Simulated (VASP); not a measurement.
An input for Quantum ESPRESSO's pw.x (written as the equivalent of a VASP run, and not itself run):

```
&CONTROL
  calculation = 'vc-relax'
  pseudo_dir = './pseudo'
  outdir = './out'
  tprnfor = .true.
  tstress = .true.
  nstep = 60
  forc_conv_thr = 0.00078
/
&SYSTEM
  ibrav = 0
  nat = 6
  ntyp = 2
  ecutwfc = 84
  occupations = 'smearing'
  smearing = 'methfessel-paxton'
  degauss = 0.00735
  input_dft = 'pz'
/
&ELECTRONS
  conv_thr = 7.3e-08
  electron_maxstep = 100
/
&IONS
/
&CELL
/
ATOMIC_SPECIES
  Ti 47.867 Ti.upf
  Si 28.085 Si.upf
CELL_PARAMETERS angstrom
     0.0000000    4.0646891    4.2107705
     2.3647554    0.0000000    4.2107705
     2.3647554    4.0646891    0.0000000
ATOMIC_POSITIONS crystal
  Ti   0.5000000  0.5000000  0.5000000
  Ti   0.7500000  0.7500000  0.7500000
  Si   0.8355246  0.1644754  0.8355246
  Si   0.1644754  0.8355246  0.1644754
  Si   0.4144754  0.0855246  0.4144754
  Si   0.0855246  0.4144754  0.0855246
K_POINTS automatic
  8 8 8 0 0 0
```

Question: Translate this input to VASP (INCAR, KPOINTS, POSCAR, choice of POTCAR).

Answer: One answer among several that fit: 
File KPOINTS:
```
Automatic
0
Gamma
  8 8 8
0 0 0
```

INCAR:
```
! general
SYSTEM  = TiSi2
PREC    = Accurate
ENCUT   = 400
LREAL   = .FALSE.   ! projection in real space or not
LASPH   = .TRUE.   ! aspherical one-centre terms

! electronic loop
EDIFF   = 1E-6
NELM    = 100
ALGO    = Normal   ! blocked Davidson
LMAXMIX = 4   ! l cut-off of mixed one-centre charges

! smearing
ISMEAR  = 1
SIGMA   = 0.1   ! width (eV)

! ions
IBRION  = 2   ! conjugate gradients
NSW     = 60
ISIF    = 3   ! ions, shape and volume
EDIFFG  = -0.02

! output
LWAVE   = .FALSE.
LCHARG  = .FALSE.
```

File POSCAR:
```
TiSi2
1
    0.0000000000     4.0646891200     4.2107705263
    2.3647554486     0.0000000000     4.2107705263
    2.3647554486     4.0646891200     0.0000000000
Ti Si
2 4
Direct
  0.5000000000   0.5000000000   0.5000000000
  0.7500000000   0.7500000000   0.7500000000
  0.8355246053   0.1644753947   0.8355246053
  0.1644753947   0.8355246053   0.1644753947
  0.4144753947   0.0855246053   0.4144753947
  0.0855246053   0.4144753947   0.0855246053
```

POTCAR, in this order: Ti_sv Si (LDA.64 set). Program: vasp_std.

Limits of the translation: the potentials are each code's own (VASP's PAW set, PseudoDojo norm-conserving files in pw.x), so ENCUT and ecutwfc are chosen apart and not converted; conv_thr bounds pw.x's estimated SCF error, while EDIFF bounds the energy change between steps; forc_conv_thr acts on force components and is met together with etot_conv_thr.

The structure comes from a computed database's TiSi2 entry (Fddd); how it stands against other phases isn't given here. This run relaxes it. Symmetry was kept, so distortions that lower it aren't found. The start is the result of an earlier pass.
